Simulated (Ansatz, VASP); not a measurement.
# Cross-check of MgO (Periclase) between VASP and Ansatz

One calculation is typed for both programs; each brings its own data sets. How far apart do they land? The cell is taken from a series of runs on this material, whose earlier steps may have relaxed, scaled, displaced or heated it; both programs get it as it stands.

Method: plane waves, with VASP 6.6.1 beside it; zone-centre phonons at LDA, in Ansatz 0.2.0.

## 1. Starting point

Symmetry: Fm-3m, No. 225, cubic system. Conventional cell: a = 4.161 Å, b = 4.161 Å, c = 4.161 Å, α = 90.00°, β = 90.00°, γ = 90.00°. Nearest to O lie 6 Mg at 2.08 Å. Nearest to Mg lie 6 O at 2.08 Å. Farther neighbours and most contacts between anions are not listed.

## 2. VASP: zone-centre phonons, LDA

Second derivatives magnify differences that forces hide, and they need a tight electronic threshold.

Lines of VASP's logs that name or quote its potential files are left out, and so is its time.

File INCAR:

```
SYSTEM = MgO
PREC = Accurate
ENCUT = 600
EDIFF = 1E-08
NELM = 120
ISMEAR = -1
SIGMA = 0.03
LREAL = .FALSE.
ALGO = Normal
GGA = CA
NELECT = 7.981994
NBANDS = 9
LORBIT = 11
LWAVE = .FALSE.
LCHARG = .FALSE.
ISIF = 2
IBRION = 8
LASPH = .TRUE.
GGA_COMPAT = .FALSE.
KPAR = 2
```

File POSCAR:

```
MgO
1.0
    0.0000000000      2.0803230020      2.0803230020
    2.0803230020      0.0000000000      2.0803230020
    2.0803230020      2.0803230020      0.0000000000
O Mg
1 1
Direct
    0.5000000000      0.5000000000      0.5000000000
    0.0000000000      0.0000000000      0.0000000000
```

File KPOINTS:

```
Automatic mesh
0
Gamma
29 29 29
0 0 0
```

PAW data sets: O and Mg (LDA family, release 64).

The run is started by

```sh
mpirun -np 2 vasp_std
```

Numbers of over 12 decimals in the logs are rounded to 6 here.

What it wrote:

```text
[banner, memory and clock lines left out]
running    2 mpi-ranks, on    1 nodes
 distrk:  each k-point on    1 cores,    2 groups
 distr:  one band on    1 cores,    1 groups

 POSCAR found type information on POSCAR O Mg
 POSCAR found :  2 types and       2 ions
 LDA part: xc-table for (Slater(with rela. corr.)+CA(PZ))
 , standard interpolation
 POSCAR, INCAR and KPOINTS ok, starting setup
 FFT: planning ... GRIDC
 FFT: planning ... GRID_SOFT
 FFT: planning ... GRID
 WAVECAR not read
 entering main loop
       N       E                     dE             d eps       ncg     rms          rms(c)
DAV:   1     0.144281414396E+02    0.14428E+02   -0.44746E+03 13992   0.765E+02
DAV:   2    -0.144685584078E+02   -0.28897E+02   -0.28180E+02 14031   0.152E+02
DAV:   3    -0.150328566659E+02   -0.56430E+00   -0.56036E+00 14354   0.205E+01
DAV:   4    -0.150340131310E+02   -0.11565E-02   -0.11564E-02 14026   0.990E-01
DAV:   5    -0.150340156500E+02   -0.25189E-05   -0.25189E-05 14240   0.424E-02BRMIX: very serious problems
 the old and the new charge density differ
 old charge density:     8.00000 new    7.98199
BRMIX: very serious problems
 the old and the new charge density differ
 old charge density:     8.00000 new    7.98199
    0.697E+00
DAV:   6    -0.135662152496E+02    0.14678E+01   -0.88455E+00 12326   0.193E+01    0.220E+00
DAV:   7    -0.135276421018E+02    0.38573E-01   -0.48425E-02 12507   0.243E+00    0.126E+00
DAV:   8    -0.135045913324E+02    0.23051E-01   -0.25185E-02 12363   0.196E+00    0.160E-01
DAV:   9    -0.135044714653E+02    0.11987E-03   -0.15550E-04 16133   0.116E-01    0.108E-01
DAV:  10    -0.135044012456E+02    0.70220E-04   -0.13901E-04 12615   0.129E-01    0.978E-03
DAV:  11    -0.135043999988E+02    0.12468E-05   -0.48187E-06 12830   0.131E-02    0.336E-03
DAV:  12    -0.135043999606E+02    0.38192E-07   -0.26168E-07 13790   0.384E-03    0.477E-04
DAV:  13    -0.135043999583E+02    0.23127E-08   -0.12866E-08  8402   0.806E-04
   1 F= -.13504400E+02 E0= -.13503937E+02  d E =-.926370E-03
 Linear response reoptimize wavefunctions to high precision
DAV:   1    -0.135043999595E+02   -0.12278E-08   -0.29829E-10  9699   0.184E-04
DAV:   2    -0.135043999595E+02    0.11369E-11   -0.70532E-12  6383   0.210E-05
 Linear response DOF=           2
 Linear response progress:
  Degree of freedom:   1/  2
       N       E                     dE             d eps       ncg     rms          rms(c)
RMM:   1    -0.349625334955E+00   -0.34963E+00    0.37390E-01 59233   0.472E+00
RMM:   2    -0.349266809345E+00    0.35853E-03   -0.19638E-03 51840   0.405E-01    0.133E-01
RMM:   3    -0.350638680441E+00   -0.13719E-02   -0.38847E-04 48572   0.156E-01    0.703E-02
RMM:   4    -0.352723774982E+00   -0.20851E-02   -0.39484E-04 46657   0.160E-01    0.173E-02
RMM:   5    -0.352729266778E+00   -0.54918E-05   -0.60816E-06 52990   0.236E-02    0.135E-03
RMM:   6    -0.352731695268E+00   -0.24285E-05   -0.40330E-08 55166   0.209E-03    0.764E-04
RMM:   7    -0.352727450095E+00    0.42452E-05   -0.20079E-09 54323   0.385E-04    0.570E-05
RMM:   8    -0.352727408351E+00    0.41744E-07   -0.75330E-10 54995   0.699E-05    0.151E-05
RMM:   9    -0.352727442361E+00   -0.34010E-07   -0.72580E-10 56215   0.236E-05    0.296E-06
RMM:  10    -0.352727449947E+00   -0.75858E-08   -0.73481E-10 44904   0.125E-05    0.467E-07
 first order change of Fermi-energy   0.19708E-02
 force on displaced ion       1 direction 1 :  -6.114   0.000   0.000
 Linear response progress:
  Degree of freedom:   2/  2
       N       E                     dE             d eps       ncg     rms          rms(c)
RMM:   1    -0.217861911830E-02   -0.21786E-02   -0.28175E-06 66956   0.576E-01
RMM:   2    -0.212701987443E-02    0.51599E-04   -0.14814E-04 48847   0.933E-02    0.360E-02
RMM:   3    -0.209926227912E-02    0.27758E-04   -0.17605E-05 50929   0.319E-02    0.185E-02
RMM:   4    -0.209797210676E-02    0.12902E-05   -0.15235E-05 51877   0.291E-02    0.332E-03
RMM:   5    -0.209817145923E-02   -0.19935E-06   -0.15778E-07 52065   0.335E-03    0.321E-04
RMM:   6    -0.209818980655E-02   -0.18347E-07   -0.80706E-10 52169   0.256E-04    0.133E-04
RMM:   7    -0.209812181206E-02    0.67994E-07   -0.26230E-10 53527   0.143E-04    0.126E-05
RMM:   8    -0.209813634025E-02   -0.14528E-07   -0.74669E-12 54484   0.153E-05    0.280E-06
RMM:   9    -0.209813515391E-02    0.11863E-08   -0.44219E-12 49800   0.488E-06    0.422E-07
 first order change of Fermi-energy   0.63437E-04
 force on displaced ion       2 direction 1 :  -6.105   0.000   0.000
 Linear response finished
```

From OUTCAR (step 2):

```text
NELECT = 7.981994

 ion  position               nearest neighbor table
   1  0.500  0.500  0.500-   2 2.08   2 2.08   2 2.08   2 2.08   2 2.08   2 2.08
   2  0.000  0.000  0.000-   1 2.08   1 2.08   1 2.08   1 2.08   1 2.08   1 2.08

  LATTYP: Found a face centered cubic cell.
 ALAT       =     4.1606460040

 Subroutine GETGRP returns: Found 48 space group operations
 (whereof 48 operations were pure point group operations)

The static configuration has the point symmetry O_h .

 Found    680 irreducible k-points:

   k-points           NKPTS =    680   k-points in BZ     NKDIM =    680   number of bands    NBANDS=      9

   dimension x,y,z NGX =    24 NGY =   24 NGZ =   24
   dimension x,y,z NGXF=    48 NGYF=   48 NGZF=   48

   ENCUT  =  600.0 eV  44.10 Ry    6.64 a.u.   5.88  5.88  5.88*2*pi/ulx,y,z

 k-points in reciprocal lattice and weights: Automatic mesh
   0.00000000  0.00000000  0.00000000       0.000
   0.03448276  0.00000000  0.00000000       0.000
   0.06896552  0.00000000  0.00000000       0.000
   0.10344828  0.00000000  0.00000000       0.000
   0.13793103  0.00000000  0.00000000       0.000
   0.17241379  0.00000000  0.00000000       0.000
   0.20689655  0.00000000  0.00000000       0.000
   0.24137931  0.00000000  0.00000000       0.000
   0.27586207  0.00000000  0.00000000       0.000
[...]
-0.27586207  0.48275862  0.20689655       0.001
  -0.27586207  0.48275862  0.24137931       0.001

 average (electrostatic) potential at core
       1 -70.5351       2 -34.7002

  Total       -0.3796440     -0.3796440     -0.3796440     -0.0000000     -0.0000000     -0.0000000
  in kB      -33.7804047    -33.7804047    -33.7804047     -0.0000000     -0.0000000     -0.0000000
  external PRESSURE =     -33.7804047 kB  Pullay stress =       0.0000000 kB

  energy-cutoff  :      600.00
  volume of cell :       18.01
      direct lattice vectors                 reciprocal lattice vectors
     0.000000000  2.080323002  2.080323002    -0.240347292  0.240347292  0.240347292
     2.080323002  0.000000000  2.080323002     0.240347292 -0.240347292  0.240347292
     2.080323002  2.080323002  0.000000000     0.240347292  0.240347292 -0.240347292

 POSITION                                       TOTAL-FORCE (eV/Angst)
 -----------------------------------------------------------------------------------
      2.08032      2.08032      2.08032         0.000000      0.000000      0.000000
      0.00000      0.00000      0.00000        -0.000000     -0.000000      0.000000
 -----------------------------------------------------------------------------------
    total drift:                               -0.000000     -0.000000      0.000000

 Eigenvectors and eigenvalues of the dynamical matrix
 ----------------------------------------------------

   1 f  =   12.440748 THz    78.167528 2PiTHz  414.978699 cm-1    51.450778 meV
             X         Y         Z           dx          dy          dz
      2.080323  2.080323  2.080323     0.000000    0.776780    0.000000
      0.000000  0.000000  0.000000     0.000000   -0.629772    0.000000

   2 f  =   12.440748 THz    78.167528 2PiTHz  414.978699 cm-1    51.450778 meV
             X         Y         Z           dx          dy          dz
      2.080323  2.080323  2.080323     0.776780    0.000000    0.000000
      0.000000  0.000000  0.000000    -0.629772    0.000000    0.000000

   3 f  =   12.440748 THz    78.167528 2PiTHz  414.978699 cm-1    51.450778 meV
             X         Y         Z           dx          dy          dz
      2.080323  2.080323  2.080323     0.000000    0.000000    0.776780
      0.000000  0.000000  0.000000     0.000000    0.000000   -0.629772

   4 f/i=    0.004579 THz     0.028772 2PiTHz    0.152748 cm-1     0.018938 meV
             X         Y         Z           dx          dy          dz
      2.080323  2.080323  2.080323    -0.629772    0.000000    0.000000
      0.000000  0.000000  0.000000    -0.776780    0.000000    0.000000

   5 f/i=    0.004579 THz     0.028772 2PiTHz    0.152748 cm-1     0.018938 meV
             X         Y         Z           dx          dy          dz
      2.080323  2.080323  2.080323     0.000000   -0.629772    0.000000
      0.000000  0.000000  0.000000     0.000000   -0.776780    0.000000

   6 f/i=    0.004579 THz     0.028772 2PiTHz    0.152748 cm-1     0.018938 meV
             X         Y         Z           dx          dy          dz
      2.080323  2.080323  2.080323     0.000000    0.000000   -0.629772
      0.000000  0.000000  0.000000     0.000000    0.000000   -0.776780

 ELASTIC MODULI CONTR FROM IONIC RELAXATION (kBar)
 Direction    XX          YY          ZZ          XY          YZ          ZX
 --------------------------------------------------------------------------------
 XX           0.0000      0.0000      0.0000      0.0000      0.0000      0.0000
 YY           0.0000      0.0000      0.0000      0.0000      0.0000      0.0000
 ZZ           0.0000      0.0000      0.0000      0.0000      0.0000      0.0000
 XY           0.0000      0.0000      0.0000      0.0000      0.0000      0.0000
 YZ           0.0000      0.0000      0.0000      0.0000      0.0000      0.0000
 ZX           0.0000      0.0000      0.0000      0.0000      0.0000      0.0000
 --------------------------------------------------------------------------------
```

The cell is charged against a uniform background. The run has no spin, yet a partly filled p shell of the light anion may carry a moment.

## 3. Ansatz: zone-centre phonons, LDA

Ansatz runs on its PAW soft_1 files.

The same cell, functional (in two slightly different forms), mesh and smearing now go to Ansatz, which takes its cutoff from its data sets.

File input.yaml:

```yaml
crystal:
  lattice:
    - [0.0, 2.080323002, 2.080323002]
    - [2.080323002, 0.0, 2.080323002]
    - [2.080323002, 2.080323002, 0.0]
  atoms:
    - { symbol: O, position: [0.5, 0.5, 0.5] }
    - { symbol: Mg, position: [0.0, 0.0, 0.0] }
total_charge: 0.018006
kpoints:
  mp_grid: { grid: [29, 29, 29] }
hamiltonian:
  xc: lda
  pseudopotentials: { kind: paw, azcp: { folder: soft_1 }, xc_functional: pbe }
scf:
  occupations: { method: fermi_dirac, width: 0.03 }
output:
  eigenvalues: true
phonons:
  method: dfpt
```

The run is started by

```sh
ansatz run input.yaml --threads 8 --pin off --max-ram 16384MiB --backend cpu --events-out ev --progress --plain --runs-dir out
```

What it wrote:

```text
Engine: ansatz 0.2.0, aarch64-unknown-linux-gnu
Pseudopotentials: kind: paw
Pseudopotential: O, paw, valence charge 6, recommended cutoff 420 eV (normal), soft_1/O.paw.azcp
Pseudopotential: Mg, paw, valence charge 10, recommended cutoff 420 eV (normal), soft_1/Mg.paw.azcp
Functional definition: SPW92
  exchange = slater_x
  correlation = pw_c
Crystal: 2 atoms, lattice volume = 18.006 Å³
Basis set: ecut = 420 eV, 339 PW (Γ), exchange–correlation on 40×40×40 points (8 copies of the dense FFT grid, shifted against one another)
Bands: 12, of which v1, the nominal top of the filled ones, is band 8 counted from 1 (7 counted from 0)
Symmetry: 48 space group operations
k-points: 1800 of 24389 (irreducible under 8 space group operations, time reversal used)
Non-local potential: O, projectors of the file, l = 0: 2, l = 1: 2, l = 2: 1
Non-local potential: Mg, projectors of the file, l = 0: 3, l = 1: 2, l = 2: 1
PAW form: soft (Blöchl's): semilocal exchange-correlation on the pseudo side does not see the compensation charge
PAW frozen core: O, regenerated for the run's functional, and the local potential with it (the file was generated under x = pbe(κ = 0.804, μ = 0.219515), c = pbe(β = 0.066725))
PAW frozen core: Mg, regenerated for the run's functional, and the local potential with it (the file was generated under x = pbe(κ = 0.804, μ = 0.219515), c = pbe(β = 0.066725))
PAW one-centre angular grid: O, 110 points (default); XC on 64 Gauss nodes
PAW one-centre angular grid: Mg, 110 points (default); XC on 64 Gauss nodes
Initial density: superposition of atomic densities (chi_scale 0.1, normalization cell, long waves kept (reshape's long-wave potential 0.00 eV rms))
Initial wavefunctions: pseudopotential atomic-orbital guess
Functional: x = slater, c = lda
SCF iter   1: F=—  HF=-2460.268002 eV  |F-HF|=—  |Δ(HF+E_count)|=         —  Δρ=7.04e-2  dr2=4.70e-1  ethr=3.10e-3  ⟨swp⟩=6.1  Hψ=133121  notcnv=0
preconditioner: auto → none  [metal: Δε(μ)=0.002 eV  Ē_g=18.548 eV  σ=0.030 eV  W_gap=0.01  n_scr=8 (ndim 8)  ℏωp=24.7 eV  f_vac=0.000  D(μ)=0.32/eV (n_scr^D=0)  sad-step TF]
SCF iter   2: F=—  HF=-2460.215141 eV  |F-HF|=—  |Δ(HF+E_count)|=   5.29e-2  Δρ=3.87e-2  dr2=1.72e-1  ethr=2.94e-3  ⟨swp⟩=2.0  Hψ=43147  notcnv=0
SCF iter   3: F=—  HF=-2460.208199 eV  |F-HF|=—  |Δ(HF+E_count)|=   6.94e-3  Δρ=4.54e-3  dr2=2.24e-3  ethr=1.07e-3  ⟨swp⟩=2.1  Hψ=39674  notcnv=0
SCF iter   4: F=—  HF=-2460.208504 eV  |F-HF|=—  |Δ(HF+E_count)|=   3.04e-4  Δρ=5.70e-4  dr2=3.88e-5  ethr=1.40e-5  ⟨swp⟩=2.0  Hψ=43008  notcnv=0
SCF iter   5: F=—  HF=-2460.208501 eV  |F-HF|=—  |Δ(HF+E_count)|=   3.09e-6  Δρ=1.23e-4  dr2=9.54e-7  ethr=2.42e-7  ⟨swp⟩=2.4  Hψ=33231  notcnv=0
SCF iter   6: F=—  HF=-2460.208502 eV  |F-HF|=—  |Δ(HF+E_count)|=   1.17e-6  Δρ=1.26e-5  dr2=9.84e-9  ethr=5.97e-9  ⟨swp⟩=2.3  Hψ=28480  notcnv=0
SCF iter   7: F=—  HF=-2460.208502 eV  |F-HF|=—  |Δ(HF+E_count)|=   7.37e-9  Δρ=8.33e-7  dr2=3.50e-11  ethr=6.16e-11  ⟨swp⟩=2.3  Hψ=35373  notcnv=0
SCF iter   8: F=-2460.208502 eV  HF=-2460.208502 eV  |F-HF|=4.55e-13  |Δ(HF+E_count)|=  8.64e-12  Δρ=1.01e-8  dr2=6.23e-15  ethr=1.00e-12  ⟨swp⟩=5.2  Hψ=85847  notcnv=0
the search or the solves at the SCF's close seem to have found levels that the self-consistency loop had missed (the run counts 2). By its estimate they hold under 1e-12 electrons; where the run keeps them, the occupations were computed again with them
SCF 1 converged in 8 iterations: F = -2460.208502 eV  dr2 = 6.23e-15
  greatest PAW one-centre occupation: 1.000 electrons in one spin orbital (limit 2), on the Mg atom at site 1 (counted from 0), in its partial waves of l = 1
DFPT response loops at Γ: preconditioner auto → Kerker (q_TF=auto, 2.675 Å⁻¹) (partly filled bands, converged f_vac=0.000); β = 1.00, the filter's whole step (`scf.mixing.beta` (0.50) is not read by the response loops under this deck's `scf.mixing.preconditioner`; to damp them name `kerker` or `kerker_dos`, under which they read `scf.mixing.beta`, and type it under 1.00, their step now; both keys bind the ground state too); Broyden in place of MSR1
SCF converged after 8 iterations
Free energy (F): -2460.208502 eV
Harris-Foulkes:  -2460.208502 eV  (|F-HF|=4.55e-13)
Internal energy: -2460.207567 eV  (E = F + TS)
E sigma→0 (E₀):  -2460.208035 eV
Entropy (-TS):   -0.000935 eV (-0.467 meV/atom)
Fermi energy:    8.056655 eV
--- Per-component energies (eV) ---
  E_band       = -289.239306
  E_kinetic    = 243.139617
  E_local      = -1668.290563  (includes V_loc(G=0)·N_el)
  E_nonlocal   = 249.417617
  E_hartree    = 550.999329
  E_xc         = -99.293670
  E_vxc        = -128.104126  (∫ρ·V_xc dr)
  E_paw        = -431.127835  (= ΣΔE_a)
  E_vpaw       = -87.401338  (= ΣTr[D̂ρ^β])
  E_aug_tail   = 0.000830  (compensation charges beyond the density's cutoff)
  E_ewald      = -1305.300293
  E_core_change = 0.247401  (= ΣΔE_core)
  E_smearing   = -0.000935  (= −TS)
  E_closure    = 0.000000  (closes the sum)
  E_deformation_potential = 0.341477  (in the stress; not in F)
  Σ components = -2460.208502   (vs F -2460.208502, Δ=0.00e0)
--- Band table (eV; the first three rows and the last of 1800) ---
  k-point 0: bands = [... 4 lower, -9.0690, 8.1163, 8.1163, 8.1163, 13.1764, 23.9012, 23.9012, 23.9012]
  k-point 1: bands = [... 4 lower, -9.0543, 8.0282, 8.1074, 8.1074, 13.2598, 23.6914, 23.9326, 23.9326]
  k-point 2: bands = [... 4 lower, -9.0108, 7.7813, 8.0813, 8.0813, 13.4915, 23.1939, 24.0244, 24.0244]
  k-point 1799: bands = [... 4 lower, -7.2736, 4.9440, 5.1095, 6.2759, 19.7375, 19.9333, 20.4751, 23.9459]
--- Phonons (Γ-DFPT): 2 representative perturbations + reference, on 1800 of 24389 k-points (Σ response iterations 6) ---
  k mesh reduced under 8 symmetry operations, with k and −k counted as one. Each operation leaves every solved perturbation unchanged. A smaller set is not used because it would not reduce the number of displacements times k-points to solve
  ASR residual: 3.350e-6 → 0.000e0 eV/Å²; symmetrization residual: 6.312e-7 eV/Å²
  ASR residual per site (eV/Å²): 3.35e-6 1.32e-6
  Γ frequencies (cm⁻¹): 0.00 0.00 0.00 408.54 408.54 408.54
  non-analytic LO–TO correction: not included (Born effective charges unavailable; polar crystals: no LO–TO splitting at Γ)
```

## 4. Comparison

Known differences besides the potentials themselves: the two LDA forms differ slightly; the cutoff is 420 eV in Ansatz and 600 eV in VASP; VASP's log shows a relativistic correction to its local exchange, Ansatz's none. Total energies have different zeros and are not compared.

The two programs side by side:

```csv
quantity,Ansatz,VASP,difference
optical mode 1 to 3 (cm⁻¹),408.5,415.0,-1.55 %
```

Modes are paired by rising frequency, not by their patterns, so a pair may set unlike modes beside each other; they are those without the splitting of longitudinal modes. The cell carries a charge of +0.018006 e against a uniform background, so its pressure also hangs on how the neutralising background is counted, and in a defect's cell a gap may be the spacing between its levels.

## 5. Results

- r.m.s. difference of the optical zone-centre modes, each program's sorted by frequency (zone-centre phonons, LDA): 6.4 cm⁻¹
- difference in optical mode 1 to 3 (zone-centre phonons, LDA): -1.6 %

What this shows: The r.m.s. difference of the optical zone-centre modes, each program's sorted by frequency is 6.4 cm⁻¹ (zone-centre phonons, LDA). The data sets hold unlike numbers of valence electrons (15.982 in Ansatz and 7.982 in VASP), so part of the differences comes from the potentials. Among the rows given in per cent, the largest difference of the zone-centre phonons, LDA pair is in optical mode 1 to 3, -1.6 %. How closely two codes agree says nothing of how well the functional describes the real material.

[Lines on the potential files, build, host, timing and source positions are cut from VASP's logs without a mark.]

[Logs are printed without paths, hosts, clocks, repeated set-up lines and the standing remarks that a program may print on its own settings, such as how far it seeks lower states.]

[Hosts, paths, dates, database ids (printed as entryN), source tags and the programs' standing remarks are cut or masked in the printed files.]
